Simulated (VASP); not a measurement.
Data:

```yaml
crystal:
  lattice:
    - [1.62137, -2.80829, 0.00000]
    - [1.62137, 2.80829, 0.00000]
    - [0.00000, 0.00000, 5.21209]
  atoms:
    - { symbol: Zr, position: [0.33333, 0.66667, 0.25000] }
    - { symbol: Zr, position: [0.66667, 0.33333, 0.75000] }
```

The numbers are results of PBE GGA with D4 dispersion, VASP's PBE PAW potentials (set 64) (plane waves; VASP), not measurements. Run with 520 eV cut-off, 13×13×7 Γ-centred mesh, first-order Methfessel-Paxton smearing of 0.10 eV, potentials Zr_sv.

### Question
Predict the energy per atom (σ→0), pressure, band gap (on the k-mesh) with the smallest direct gap where there is one.

### Answer

band gap (on the k-mesh): none (metal, semimetal or under 0.01 eV)
energy per atom (σ→0): -8.719 eV/atom
pressure: -2.68 GPa

The absolute energy has meaning only against runs of the same code, potentials and settings.

The compound is Zr in the hcp structure. This cell is one point of a volume scan, at 1.03 of the reference volume.
